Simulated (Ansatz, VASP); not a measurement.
# Cross-check of NaMgBr3 between VASP and Ansatz, part 2 of 3

Wanted: the spread between two codes on one cell, functional and k mesh. The cell is generated by rule, not measured, and may not be a known phase. The cell is taken from a series of runs on this material, whose earlier steps may have relaxed, scaled, displaced or heated it; both programs get it as it stands.

VASP 6.6.1 and Ansatz 0.2.0.

So far: Starting point; Ansatz: zone-centre phonons, PBE.

## (3) VASP: zone-centre phonons, PBE

Level of this step: PBE; plane waves and PAW (Na_pv, Mg, Br); invented cell (VASP).

The same cell, functional and mesh now go to VASP, with its own data sets.

Lines of VASP's logs that name or quote its potential files are left out, and so is its time.

INCAR

```
SYSTEM = NaMgBr3
PREC = Accurate
ENCUT = 600
EDIFF = 1E-08
NELM = 120
ISMEAR = 0
SIGMA = 0.01
LREAL = .FALSE.
ALGO = Normal
GGA = PE
NBANDS = 40
LORBIT = 11
LWAVE = .FALSE.
LCHARG = .FALSE.
ISIF = 2
IBRION = 8
LEPSILON = .TRUE.
LASPH = .TRUE.
GGA_COMPAT = .FALSE.
EFERMI = MIDGAP
KPAR = 2
```

POSCAR

```
NaMgBr3
1.0
   10.8231362988      0.0000000000      0.0000000000
    0.0000000000      5.4033633187      0.0000000000
    0.0000000000      0.0000000000      5.3334334510
Na Mg Br
2 2 6
Direct
    0.7500000000      0.5000000000      0.2349075626
    0.2500000000      0.5000000000      0.7650924374
    0.5000000000      0.0000000000      0.5000000000
    0.0000000000      0.0000000000      0.5000000000
    0.2500000000      0.0000000000      0.5183349262
    0.7500000000      0.0000000000      0.4816650738
    0.5000000000      0.5000000000      0.5000000000
    0.0000000000      0.5000000000      0.5000000000
    0.5000000000      0.0000000000      0.0000000000
    0.0000000000      0.0000000000      0.0000000000
```

KPOINTS

```
Automatic mesh
0
Gamma
2 4 4
0 0 0
```

The projector-augmented-wave data sets are Na_pv, Mg and Br (PBE family, release 64).

Started as:

```
mpirun -np 2 vasp_std
```

Log:

```text
[banner, memory and clock lines left out]
running    2 mpi-ranks, on    1 nodes
 distrk:  each k-point on    1 cores,    2 groups
 distr:  one band on    1 cores,    1 groups

 POSCAR found type information on POSCAR NaMgBr
 POSCAR found :  3 types and      10 ions
 LDA part: xc-table for (Slater+PW92), standard interpolation
 POSCAR, INCAR and KPOINTS ok, starting setup
 FFT: planning ... GRIDC
 FFT: planning ... GRID_SOFT
 FFT: planning ... GRID
 WAVECAR not read
 entering main loop
       N       E                     dE             d eps       ncg     rms          rms(c)
DAV:   1     0.509421263751E+03    0.50942E+03   -0.26931E+04  1464   0.145E+03
DAV:   2     0.317952982162E+02   -0.47763E+03   -0.45860E+03  1824   0.295E+02
DAV:   3    -0.287206344844E+02   -0.60516E+02   -0.60107E+02  1752   0.111E+02
DAV:   4    -0.306508703655E+02   -0.19302E+01   -0.19244E+01  1776   0.242E+01
DAV:   5    -0.306977324221E+02   -0.46862E-01   -0.46847E-01  1768   0.354E+00    0.508E+00
DAV:   6    -0.296867465807E+02    0.10110E+01   -0.14400E+00  1696   0.392E+00    0.310E+00
DAV:   7    -0.294882998758E+02    0.19845E+00   -0.81405E-01  1760   0.305E+00    0.149E+00
DAV:   8    -0.295002523280E+02   -0.11952E-01   -0.46461E-02  1592   0.114E+00    0.242E-01
DAV:   9    -0.295013222841E+02   -0.10700E-02   -0.17556E-03  1928   0.210E-01    0.121E-01
DAV:  10    -0.295040378895E+02   -0.27156E-02   -0.31411E-03  1512   0.263E-01    0.428E-02
DAV:  11    -0.295040427605E+02   -0.48710E-05   -0.82571E-05  1784   0.467E-02    0.185E-02
DAV:  12    -0.295040830243E+02   -0.40264E-04   -0.61097E-05  1576   0.387E-02    0.822E-03
DAV:  13    -0.295040840148E+02   -0.99052E-06   -0.75600E-06  1760   0.131E-02    0.502E-03
DAV:  14    -0.295040844372E+02   -0.42241E-06   -0.13970E-06  1640   0.507E-03    0.194E-03
DAV:  15    -0.295040850464E+02   -0.60920E-06   -0.78614E-07  1648   0.395E-03    0.510E-04
DAV:  16    -0.295040850842E+02   -0.37769E-07   -0.22633E-08  1504   0.732E-04    0.335E-04
DAV:  17    -0.295040850846E+02   -0.40109E-09   -0.14793E-08  1256   0.660E-04
   1 F= -.29504085E+02 E0= -.29504085E+02  d E =0.000000E+00
 Linear response reoptimize wavefunctions to high precision
DAV:   1    -0.295040850878E+02   -0.32155E-08   -0.37884E-09  1184   0.419E-04
DAV:   2    -0.295040850876E+02    0.18781E-09   -0.52844E-10  1072   0.131E-04
DAV:   3    -0.295040850878E+02   -0.20646E-09   -0.11800E-10  1024   0.706E-05
 Linear response G [H, r] |phi>, progress :
  Direction:   1
       N       E                     dE             d eps       ncg     rms
RMM:   1    -0.249060510868E+03   -0.24906E+03   -0.35310E+02  3048   0.115E+02
RMM:   2    -0.226954471446E+03    0.22106E+02   -0.26968E+01  2658   0.221E+01
RMM:   3    -0.227168331955E+03   -0.21386E+00   -0.19951E+00  2802   0.652E+00
RMM:   4    -0.227199305131E+03   -0.30973E-01   -0.14922E-01  2886   0.204E+00
RMM:   5    -0.227202692830E+03   -0.33877E-02   -0.10856E-02  2901   0.530E-01
RMM:   6    -0.227203066008E+03   -0.37318E-03   -0.15680E-03  3021   0.189E-01
RMM:   7    -0.227203160641E+03   -0.94634E-04   -0.74448E-04  3051   0.716E-02
RMM:   8    -0.227203136221E+03    0.24420E-04   -0.24912E-04  3019   0.305E-02
RMM:   9    -0.227203157227E+03   -0.21006E-04   -0.55901E-05  2972   0.155E-02
RMM:  10    -0.227203153000E+03    0.42266E-05   -0.25173E-04  2818   0.952E-03
RMM:  11    -0.227203152126E+03    0.87397E-06   -0.17662E-04  2707   0.652E-03
RMM:  12    -0.227203162301E+03   -0.10174E-04   -0.28796E-04  2677   0.530E-03
RMM:  13    -0.227203157721E+03    0.45797E-05   -0.53907E-04  2701   0.473E-03
RMM:  14    -0.227203165038E+03   -0.73168E-05   -0.20756E-04  2757   0.451E-03
RMM:  15    -0.227203157321E+03    0.77168E-05   -0.34753E-04  2777   0.439E-03
RMM:  16    -0.227203165460E+03   -0.81395E-05   -0.28610E-04  2800   0.435E-03
 Linear response G [H, r] |phi>, progress :
  Direction:   2
       N       E                     dE             d eps       ncg     rms
RMM:   1    -0.245518891797E+03   -0.24552E+03   -0.34184E+02  2989   0.115E+02
RMM:   2    -0.226888255123E+03    0.18631E+02   -0.26717E+01  2649   0.220E+01
RMM:   3    -0.227187383178E+03   -0.29913E+00   -0.20692E+00  2796   0.638E+00
RMM:   4    -0.227212301885E+03   -0.24919E-01   -0.15668E-01  2862   0.204E+00
RMM:   5    -0.227215397939E+03   -0.30961E-02   -0.11424E-02  2868   0.522E-01
RMM:   6    -0.227215801776E+03   -0.40384E-03   -0.21655E-03  3036   0.198E-01
RMM:   7    -0.227215873610E+03   -0.71834E-04   -0.83976E-04  3037   0.765E-02
RMM:   8    -0.227215884041E+03   -0.10432E-04   -0.36955E-04  3029   0.310E-02
RMM:   9    -0.227215886697E+03   -0.26560E-05   -0.81215E-04  2954   0.153E-02
RMM:  10    -0.227215885599E+03    0.10980E-05   -0.57895E-04  2812   0.946E-03
RMM:  11    -0.227215864350E+03    0.21249E-04   -0.24500E-04  2616   0.610E-03
RMM:  12    -0.227215869837E+03   -0.54865E-05   -0.46279E-04  2611   0.475E-03
[...]
first order change of Fermi-energy  -0.13178E-02
 force on displaced ion       5 direction 3 :   0.000   0.000  -1.049
 Born effective charge ion    5 direction 3 :   0.000   0.000  -0.627
 Linear response progress:
  Degree of freedom:  10/ 15
       N       E                     dE             d eps       ncg     rms          rms(c)
[...]
RMM:  13    -0.150395936228E+00    0.52900E-08   -0.20535E-08  2897   0.444E-05    0.119E-06
 first order change of Fermi-energy  -0.31731E-04
 force on displaced ion       7 direction 2 :   0.000  -4.345   0.000
 Born effective charge ion    7 direction 2 :   0.000  -2.072   0.000
 Linear response progress:
  Degree of freedom:  12/ 15
       N       E                     dE             d eps       ncg     rms          rms(c)
RMM:   1    -0.148533254676E+00   -0.14853E+00    0.78779E-02  2921   0.108E+00
RMM:   2    -0.148045368963E+00    0.48789E-03   -0.38379E-03  2541   0.187E-01    0.408E-02
RMM:   3    -0.148359226970E+00   -0.31386E-03   -0.21180E-04  2833   0.510E-02    0.236E-02
RMM:   4    -0.148728766041E+00   -0.36954E-03   -0.41173E-05  2689   0.245E-02    0.702E-03
RMM:   5    -0.148776577568E+00   -0.47812E-04   -0.31588E-06  2968   0.858E-03    0.336E-03
RMM:   6    -0.148762823993E+00    0.13754E-04   -0.17173E-06  2658   0.405E-03    0.790E-04
RMM:   7    -0.148766921390E+00   -0.40974E-05    0.10533E-07  2809   0.151E-03    0.478E-04
RMM:   8    -0.148764452093E+00    0.24693E-05   -0.20735E-07  2670   0.735E-04    0.787E-05
RMM:   9    -0.148764656629E+00   -0.20454E-06   -0.12108E-07  2968   0.285E-04    0.709E-05
RMM:  10    -0.148764890338E+00   -0.23371E-06   -0.23140E-07  2867   0.152E-04    0.114E-05
RMM:  11    -0.148764897193E+00   -0.68547E-08   -0.77423E-08  3026   0.920E-05    0.980E-06
 first order change of Fermi-energy   0.27100E-04
 force on displaced ion       7 direction 3 :   0.471   0.000  -0.876
 Born effective charge ion    7 direction 3 :   0.167   0.000  -0.653
 Linear response progress:
  Degree of freedom:  13/ 15
       N       E                     dE             d eps       ncg     rms          rms(c)
RMM:   1    -0.157617255369E+00   -0.15762E+00    0.66643E-02  2758   0.102E+00
RMM:   2    -0.157003454755E+00    0.61380E-03   -0.49976E-03  2562   0.179E-01    0.399E-02
RMM:   3    -0.157289529600E+00   -0.28607E-03   -0.11538E-04  2845   0.365E-02    0.227E-02
RMM:   4    -0.157669715937E+00   -0.38019E-03   -0.61507E-05  2766   0.214E-02    0.797E-03
RMM:   5    -0.157657813677E+00    0.11902E-04   -0.37410E-06  3006   0.715E-03    0.444E-03
RMM:   6    -0.157617856167E+00    0.39958E-04   -0.78685E-07  2688   0.408E-03    0.117E-03
RMM:   7    -0.157627186182E+00   -0.93300E-05    0.15466E-07  2890   0.170E-03    0.922E-04
RMM:   8    -0.157620641915E+00    0.65443E-05    0.14339E-07  2733   0.117E-03    0.197E-04
RMM:   9    -0.157617560287E+00    0.30816E-05    0.30763E-07  2892   0.472E-04    0.126E-04
RMM:  10    -0.157617617096E+00   -0.56808E-07    0.50873E-09  2852   0.254E-04    0.259E-05
RMM:  11    -0.157617593339E+00    0.23756E-07    0.37258E-08  2987   0.115E-04    0.197E-05
RMM:  12    -0.157617613481E+00   -0.20141E-07    0.84901E-08  2963   0.782E-05    0.426E-06
RMM:  13    -0.157617611230E+00    0.22508E-08    0.24823E-07  3121   0.596E-05    0.279E-06
RMM:  14    -0.157617610083E+00    0.11464E-08    0.13023E-07  2899   0.540E-05    0.118E-06
RMM:  15    -0.157617612560E+00   -0.24765E-08    0.18455E-07  2625   0.516E-05    0.267E-07
RMM:  16    -0.157617612072E+00    0.48807E-09    0.13055E-07  2341   0.507E-05    0.136E-07
RMM:  17    -0.157617611911E+00    0.16050E-09    0.16328E-07  2343   0.504E-05    0.103E-07
RMM:  18    -0.157617611729E+00    0.18274E-09    0.14590E-07  2308   0.503E-05    0.690E-08
 first order change of Fermi-energy  -0.44044E-05
 force on displaced ion       9 direction 1 :  -0.728   0.000  -0.144
 Born effective charge ion    9 direction 1 :  -0.749   0.000  -0.088
 Linear response progress:
  Degree of freedom:  14/ 15
       N       E                     dE             d eps       ncg     rms          rms(c)
RMM:   1    -0.148595394383E+00   -0.14860E+00    0.70043E-02  2685   0.103E+00
RMM:   2    -0.148225144288E+00    0.37025E-03   -0.47042E-03  2605   0.170E-01    0.371E-02
RMM:   3    -0.148535355938E+00   -0.31021E-03   -0.11579E-04  2758   0.342E-02    0.221E-02
RMM:   4    -0.148960508327E+00   -0.42515E-03   -0.46151E-05  2517   0.199E-02    0.633E-03
RMM:   5    -0.148962612554E+00   -0.21042E-05   -0.22140E-06  2797   0.601E-03    0.352E-03
RMM:   6    -0.148949004711E+00    0.13608E-04   -0.52924E-07  2458   0.294E-03    0.544E-04
RMM:   7    -0.148956169404E+00   -0.71647E-05   -0.79472E-08  2650   0.109E-03    0.351E-04
RMM:   8    -0.148955962529E+00    0.20687E-06   -0.37287E-08  2477   0.710E-04    0.853E-05
RMM:   9    -0.148955630344E+00    0.33219E-06   -0.71675E-09  2836   0.246E-04    0.605E-05
RMM:  10    -0.148955738263E+00   -0.10792E-06   -0.60180E-08  2762   0.142E-04    0.172E-05
RMM:  11    -0.148955732978E+00    0.52844E-08    0.11679E-07  2891   0.868E-05    0.681E-06
RMM:  12    -0.148955741882E+00   -0.89040E-08    0.53508E-08  3064   0.620E-05    0.262E-06
 first order change of Fermi-energy   0.50133E-04
 force on displaced ion       9 direction 2 :   0.000  -0.553   0.000
 Born effective charge ion    9 direction 2 :   0.000  -0.750   0.000
 Linear response progress:
  Degree of freedom:  15/ 15
       N       E                     dE             d eps       ncg     rms          rms(c)
RMM:   1    -0.149480163356E+00   -0.14948E+00    0.10892E-01  2749   0.109E+00
RMM:   2    -0.149258806633E+00    0.22136E-03   -0.33222E-03  2609   0.185E-01    0.104E-01
RMM:   3    -0.149738603544E+00   -0.47980E-03   -0.48360E-04  2544   0.593E-02    0.482E-02
RMM:   4    -0.150301272816E+00   -0.56267E-03   -0.30603E-04  2653   0.406E-02    0.129E-02
RMM:   5    -0.150277994453E+00    0.23278E-04   -0.17054E-05  2857   0.147E-02    0.362E-03
RMM:   6    -0.150284318246E+00   -0.63238E-05   -0.58257E-07  3047   0.283E-03    0.288E-03
RMM:   7    -0.150296774439E+00   -0.12456E-04   -0.25074E-07  2462   0.154E-03    0.614E-04
RMM:   8    -0.150301375649E+00   -0.46012E-05   -0.45348E-08  2762   0.630E-04    0.250E-04
RMM:   9    -0.150300763756E+00    0.61189E-06    0.91615E-09  2969   0.234E-04    0.753E-05
RMM:  10    -0.150301449661E+00   -0.68590E-06    0.20828E-08  2875   0.105E-04    0.383E-05
RMM:  11    -0.150301688797E+00   -0.23914E-06    0.78443E-08  2859   0.723E-05    0.719E-06
RMM:  12    -0.150301693476E+00   -0.46793E-08    0.63043E-08  3104   0.466E-05    0.447E-06
 first order change of Fermi-energy   0.91490E-05
 force on displaced ion       9 direction 3 :  -0.145   0.000  -4.715
 Born effective charge ion    9 direction 3 :  -0.092   0.000  -2.239
 Born effective charges drift removed
 Linear response finished
```

(Part 2 of 3 ends here.)

[Lines on the potential files, build, host, timing and source positions are cut from VASP's logs without a mark.]

[Logs are printed without paths, hosts, clocks, repeated set-up lines and the standing remarks that a program may print on its own settings, such as how far it seeks lower states.]

[Hosts, paths, dates, database ids (printed as entryN), source tags and the programs' standing remarks are cut or masked in the printed files.]
